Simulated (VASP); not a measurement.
Given:

```
CELL_PARAMETERS angstrom
      0.00000     2.28743     2.28743
      2.28743     0.00000     2.28743
      2.28743     2.28743     0.00000
ATOMIC_POSITIONS crystal
  Hf 0.00000 0.00000 0.00000
  C  0.50000 0.50000 0.50000
```

These are revTPSS meta-GGA, VASP's PBE PAW potentials (set 64) (plane waves; VASP) values and carry that method's errors. Settings: 520 eV cut-off, 14×14×14 Γ-centred mesh, first-order Methfessel-Paxton smearing of 0.10 eV, potentials Hf_pv C.

**Question.** Give the stress tensor in GPa (positive for a compressed cell).

**Answer.** 
```
7.90  0.00  0.00
0.00  7.90  0.00
0.00  0.00  7.90
```
The pressure is its mean diagonal, 7.90 GPa.

The compound is HfC in the rock salt structure. This cell is one point of a volume scan, at 0.97 of the reference volume.
